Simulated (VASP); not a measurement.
VASP runs on MnO (space group Fm-3m) share one base input (PBEsol GGA, plane waves, VASP's PBE PAW potentials (set 64)) and change the settings named in each case.

**KPOINTS**
```
Regular mesh
0
G
 9 9 9
0 0 0
```

INCAR:
```
SYSTEM = MnO
PREC = Accurate
ENCUT = 400
EDIFF = 1E-6
NELM = 100
ALGO = Normal
LREAL = .FALSE.
LASPH = .TRUE.
ISMEAR = 0
SIGMA = 0.02
GGA = PS
LMAXMIX = 4
LWAVE = .FALSE.
LCHARG = .FALSE.
ISIF = 2
ISPIN = 2
MAGMOM = 5.0 -5.0 0.0 0.0
LORBIT = 11
```

POSCAR:
```
MnO
1
    4.5456720000     2.2728360000     2.2728360000
    2.2728360000     4.5456720000     2.2728360000
    2.2728360000     2.2728360000     4.5456720000
Mn O
2 2
Direct
  0.0000000000   0.0000000000   0.0000000000
  0.5000000000   0.5000000000   0.5000000000
  0.2500000000   0.2500000000   0.2500000000
  0.7500000000   0.7500000000   0.7500000000
```

POTCAR, in this order: Mn_pv O (PBE.64 set). Program: vasp_std.

```
change                                                                                                                                                  E(σ→0) (eV/atom)  pressure (GPa)  −TS (eV)
------------------------------------------------------------------------------------------------------------------------------------------------------  ----------------  --------------  --------
base run                                                                                                                                                         -8.6302          -20.09    0.0000
EDIFF = 1E-09, ENCUT = 560, KPOINTS 13×13×13 Γ-centred mesh                                                                                                      -8.6251      (withheld)    0.0000
ENCUT = 200, GGA removed, KPOINTS 2×2×2 Γ-centred mesh, POTCAR Mn_pv O (LDA.64 set)                                                                              -8.4801         -259.47    0.0000
ENCUT = 320, ISMEAR = -1, SIGMA = 0.136, KPOINTS 2×2×2 Γ-centred mesh                                                                                            -8.5180          -36.51   -0.0647
KPOINTS 4×4×4 Γ-centred mesh shifted by (0.5, 0.5, 0.5)                                                                                                          -8.6251          -20.03    0.0000
ENCUT = 240, KPOINTS 6×6×6 Γ-centred mesh                                                                                                                        -8.7120         -118.65    0.0000
ENCUT = 280, ISMEAR = -1, SIGMA = 0.136, KPOINTS 8×8×8 Γ-centred mesh                                                                                            -8.6905          -61.31   -0.0066
AEXX = 0.2, AGGAC = 0.81, AGGAX = 0.72, ALDAC = 0.19, GGA = B3, HFRCUT = -1, ISYM = 3, LHFCALC = .TRUE., PRECFOCK = Fast, KPOINTS 3×3×3 Γ-centred mesh          -11.3926          -12.15    0.0000
```

### Question
Fill in the missing entries.

### Answer

- EDIFF = 1E-09, ENCUT = 560, KPOINTS 13×13×13 Γ-centred mesh, pressure (GPa): -14.92

Energies of different potentials or functionals have different zeros.  At 400 eV the pressure can carry a Pulay error.

Left out are runs that ran out of time, are held back, or changed the cell or the kind of run, fixed moments of cells without a moment, rows past the twelfth, gaps on odd meshes, pressures of charged cells and columns that move by less than the noise.

The structure is a typed MnO crystal. The cell was not relaxed at this level, its lattice was scaled by up to 2.5 %. The spin order is the one that the start imposed; others were not tried in this run.
